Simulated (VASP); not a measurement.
CdGe3:

```
Cd Ge
1.0
     6.17484    0.00000    0.00000
    -3.08742    5.34757    0.00000
     0.00000    0.00000    5.01638
Cd Ge
2 6
Cartesian
  0.0000 3.5650 3.7623
  3.0874 1.7825 1.2541
  0.0000 1.7471 1.2541
  -1.5744 4.4740 1.2541
  1.5744 4.4740 1.2541
  3.0874 3.6005 3.7623
  4.6618 0.8735 3.7623
  1.5130 0.8735 3.7623
```

The cell comes from a database or a generator and needn't be the stable form of this composition.

* Program: VASP 6.6.1
* Task: single point
* Functional: PBE
* Potentials or basis: VASP PAW PBE potentials, release 64 (Cd, Ge_d)
* Cutoff: 520 eV
* k mesh: 5 × 5 × 6
* Occupations: fermi-dirac, width 0.05 eV
* Spin: no spin polarisation

On this cell: pressure -0.1 GPa; largest force 0.020 eV/Å; band gap on the k mesh none (metal or under the smearing width).

The same run follows on a disturbed copy (atoms moved at random, drawn with an rms of 0.05 Å):

```
Cd Ge
1.0
     6.17484    0.00000    0.00000
    -3.08742    5.34757    0.00000
     0.00000    0.00000    5.01638
Cd Ge
2 6
Direct
  0.32553 0.66946 0.74467
  0.67064 0.33994 0.25058
  0.16484 0.32853 0.24076
  0.16562 0.84277 0.24937
  0.67666 0.84800 0.25234
  0.82796 0.66876 0.74576
  0.83970 0.16967 0.75417
  0.33286 0.17590 0.75087
```

Problem. What does the disturbed cell give?

Solution. The energy (extrapolated to zero smearing) moves by -0.3 meV/atom; pressure -0.1 GPa; largest force 0.126 eV/Å; band gap on the k mesh none (metal or under the smearing width).

Forces in eV/Å, atoms in the order of the input:
```
Cd   0.030  0.092  0.021
Cd  -0.030  0.021 -0.005
Ge   0.004 -0.117  0.046
Ge  -0.011  0.041 -0.016
Ge   0.037  0.045 -0.020
Ge  -0.063 -0.048  0.025
Ge   0.015 -0.070 -0.035
Ge   0.019  0.036 -0.017
```

Stress tensor (GPa, compression positive):
```
-0.52  0.03 -0.01
 0.03 -0.40 -0.01
-0.01 -0.01  0.72
```
